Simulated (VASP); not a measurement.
A convergence study with VASP on Cu (fcc): one setting is varied, all else stays as given below, so the limit is that of these other settings.

```
CELL_PARAMETERS angstrom
      0.00000     1.80500     1.80500
      1.80500     0.00000     1.80500
      1.80500     1.80500     0.00000
ATOMIC_POSITIONS crystal
  Cu 0.00000 0.00000 0.00000
```

Computed with PBE GGA, VASP's PBE PAW potentials (set 64) (plane waves; VASP). The tightest run used: 550 eV cut-off, 27×27×27 Γ-centred mesh, first-order Methfessel-Paxton smearing of 0.10 eV, potentials Cu.

Q: The settings run are 1×1×1 mesh; 3×3×3 mesh; 4×4×4 mesh; 5×5×5 mesh; 6×6×6 mesh; 7×7×7 mesh; 8×8×8 mesh; 10×10×10 mesh; 11×11×11 mesh; 12×12×12 mesh; 13×13×13 mesh; 15×15×15 mesh; 16×16×16 mesh; 17×17×17 mesh; 18×18×18 mesh; 20×20×20 mesh; 21×21×21 mesh; 22×22×22 mesh; 23×23×23 mesh; 24×24×24 mesh; 26×26×26 mesh; 27×27×27 mesh. From which on does the stress (every component) stay within 0.2 GPa of the tightest run?

A: From 18×18×18 mesh on: it is off by 0.16 there and by no more than 0.2 in any finer run, while 17×17×17 mesh is off by 0.23.
```json
[
 {"setting": "1×1×1 mesh", "E (eV/atom)": "-13.5896", "pressure (GPa)": "-88.59", "irreducible k-points": "1", "difference judged (GPa)": "91.59"},
 {"setting": "3×3×3 mesh", "E (eV/atom)": "-4.0590", "pressure (GPa)": "-1.04", "irreducible k-points": "4", "difference judged (GPa)": "4.04"},
 {"setting": "4×4×4 mesh", "E (eV/atom)": "-3.5575", "pressure (GPa)": "4.67", "irreducible k-points": "8", "difference judged (GPa)": "1.67"},
 {"setting": "5×5×5 mesh", "E (eV/atom)": "-3.8252", "pressure (GPa)": "2.29", "irreducible k-points": "10", "difference judged (GPa)": "0.70"},
 {"setting": "6×6×6 mesh", "E (eV/atom)": "-3.6607", "pressure (GPa)": "4.16", "irreducible k-points": "16", "difference judged (GPa)": "1.17"},
 {"setting": "7×7×7 mesh", "E (eV/atom)": "-3.7660", "pressure (GPa)": "2.83", "irreducible k-points": "20", "difference judged (GPa)": "0.16"},
 {"setting": "8×8×8 mesh", "E (eV/atom)": "-3.6931", "pressure (GPa)": "3.87", "irreducible k-points": "29", "difference judged (GPa)": "0.87"},
 {"setting": "10×10×10 mesh", "E (eV/atom)": "-3.7108", "pressure (GPa)": "3.26", "irreducible k-points": "47", "difference judged (GPa)": "0.26"},
 {"setting": "11×11×11 mesh", "E (eV/atom)": "-3.7314", "pressure (GPa)": "2.73", "irreducible k-points": "56", "difference judged (GPa)": "0.26"},
 {"setting": "12×12×12 mesh", "E (eV/atom)": "-3.7224", "pressure (GPa)": "2.90", "irreducible k-points": "72", "difference judged (GPa)": "0.10"},
 {"setting": "13×13×13 mesh", "E (eV/atom)": "-3.7263", "pressure (GPa)": "2.91", "irreducible k-points": "84", "difference judged (GPa)": "0.09"},
 {"setting": "15×15×15 mesh", "E (eV/atom)": "-3.7242", "pressure (GPa)": "2.75", "irreducible k-points": "120", "difference judged (GPa)": "0.25"},
 {"setting": "16×16×16 mesh", "E (eV/atom)": "-3.7259", "pressure (GPa)": "3.09", "irreducible k-points": "145", "difference judged (GPa)": "0.10"},
 {"setting": "17×17×17 mesh", "E (eV/atom)": "-3.7244", "pressure (GPa)": "2.77", "irreducible k-points": "165", "difference judged (GPa)": "0.23"},
 {"setting": "18×18×18 mesh", "E (eV/atom)": "-3.7261", "pressure (GPa)": "3.16", "irreducible k-points": "195", "difference judged (GPa)": "0.16"},
 {"setting": "20×20×20 mesh", "E (eV/atom)": "-3.7268", "pressure (GPa)": "3.01", "irreducible k-points": "256", "difference judged (GPa)": "0.02"},
 {"setting": "21×21×21 mesh", "E (eV/atom)": "-3.7238", "pressure (GPa)": "2.92", "irreducible k-points": "286", "difference judged (GPa)": "0.08"},
 {"setting": "22×22×22 mesh", "E (eV/atom)": "-3.7270", "pressure (GPa)": "3.00", "irreducible k-points": "328", "difference judged (GPa)": "0.00"},
 {"setting": "23×23×23 mesh", "E (eV/atom)": "-3.7240", "pressure (GPa)": "2.94", "irreducible k-points": "364", "difference judged (GPa)": "0.06"},
 {"setting": "24×24×24 mesh", "E (eV/atom)": "-3.7269", "pressure (GPa)": "3.06", "irreducible k-points": "413", "difference judged (GPa)": "0.07"},
 {"setting": "26×26×26 mesh", "E (eV/atom)": "-3.7264", "pressure (GPa)": "3.03", "irreducible k-points": "511", "difference judged (GPa)": "0.04"},
 {"setting": "27×27×27 mesh", "E (eV/atom)": "-3.7247", "pressure (GPa)": "3.00", "irreducible k-points": "560", "difference judged (GPa)": "0.00"}
]
```

Left out are rungs that failed or repeat a setting and relaxations that didn't move; long series are thinned to 24 rows.

The compound is Cu in the fcc structure. The cell was not relaxed at this level.
